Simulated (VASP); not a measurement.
The system is Al2Pt.

```
Al Pt
1.0
     0.00000    2.95500    2.95500
     2.95500    0.00000    2.95500
     2.95500    2.95500    0.00000
Al Pt
2 1
Cartesian
  1.4775 1.4775 1.4775
  4.4325 4.4325 4.4325
  0.0000 0.0000 0.0000
```

- Program: VASP 6.6.1
- Task: relaxation of cell and atoms
- Functional: PBE
- Potentials or basis: VASP PAW PBE potentials, release 64 (Al, Pt)
- Cutoff: 600 eV
- k mesh: 12 × 12 × 12
- Occupations: methfessel-paxton, width 0.1 eV
- Spin: no spin polarisation

At the start: pressure 2.3 GPa; volume 17.20 Å³/atom.

Problem. Where does the relaxation end?

Solution. Over 3 steps the energy falls by 2.1 meV/atom and the volume is 17.50 Å³/atom (+1.7 %); space group Fm-3m (No. 225, to 0.05 Å).

Step by step:
| step | energy change (eV) | largest force (eV/Å) | pressure (GPa) | volume (Å³) |
| --- | --- | --- | --- | --- |
| 1 | 0.0000 | 0.0000 | 2.32 | 51.61 |
| 2 | 0.0011 | 0.0000 | -2.34 | 53.49 |
| 3 | -0.0063 | 0.0000 | 0.01 | 52.50 |

Final structure:
```xyz
3
Lattice="0.0000 2.9720 2.9720 2.9720 0.0000 2.9720 2.9720 2.9720 0.0000" Properties=species:S:1:pos:R:3 pbc="T T T"
Al    1.4860    1.4860    1.4860
Al    4.4579    4.4579    4.4579
Pt    0.0000    0.0000    0.0000
```
